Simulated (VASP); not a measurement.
Level of theory: PBEsol GGA, VASP's PBE PAW potentials (set 64) (plane waves; VASP).

VASP input:

**KPOINTS**
```
K-points
0
G
  9 9 1
```

**INCAR**
```
SYSTEM = Cu(210) slab
PREC = Normal
ENCUT = 400
EDIFF = 1E-6
NELM = 100
ALGO = Normal
LREAL = .FALSE.
LASPH = .TRUE.
ISMEAR = 1
SIGMA = 0.1
GGA = PS
LMAXMIX = 4
LWAVE = .FALSE.
LCHARG = .FALSE.
NELMIN = 4
LDIPOL = .TRUE.
IDIPOL = 3
DIPOL = 0.5 0.5 0.5
LVHAR = .TRUE.
LORBIT = 11
```

File POSCAR:
```
Cu(210) slab
48.7949990
  0.0895490012   0.0000000000   0.0000000000
  0.0596993409   0.0667458834   0.0000000000
  0.0000000000   0.0000000000   0.4999999984
Cu
12
direct
  0.3464332494   0.3464332494   0.3257530797
  0.6492878424   0.6492878424   0.3531794168
  0.9513388263   0.9513388263   0.3841247448
  0.2469678906   0.2469678906   0.4188513119
  0.5481379784   0.5481379784   0.4510842679
  0.8494613967   0.8494613967   0.4836741420
  0.1505386033   0.1505386033   0.5163258580
  0.4518620216   0.4518620216   0.5489157321
  0.7530321094   0.7530321094   0.5811486881
  0.0486611737   0.0486611737   0.6158752552
  0.3507121576   0.3507121576   0.6468205832
  0.6535667506   0.6535667506   0.6742469203
```

POTCAR, in this order: Cu (PBE.64 set). Program: vasp_std. Read from the step before: WAVECAR.

Q: Predict the energy per atom (σ→0), band gap (on the k-mesh).

A: 
```yaml
energy per atom (σ→0): -4017 meV/atom
band gap (on the k-mesh): none (metal, semimetal or under 0.01 eV)
```

**OSZICAR**
```
       N       E                     dE             d eps       ncg     rms          rms(c)
DAV:   1    -0.482050778935E+02   -0.48205E+02   -0.28253E-04  4784   0.784E-01    0.540E-02
DAV:   2    -0.482051570708E+02   -0.79177E-04   -0.13063E-03  4565   0.173E+00    0.883E-02
DAV:   3    -0.482049789691E+02    0.17810E-03   -0.44609E-04  4543   0.999E-01    0.433E-03
DAV:   4    -0.482049821912E+02   -0.32221E-05   -0.33441E-05  6703   0.641E-02    0.436E-03
DAV:   5    -0.482049819482E+02    0.24301E-06   -0.12315E-06  2584   0.244E-02
   1 F= -.48204982E+02 E0= -.48206267E+02  d E =0.385442E-02
```

The cell is a thin slab with vacuum, built from Cu (fcc): (210) face.
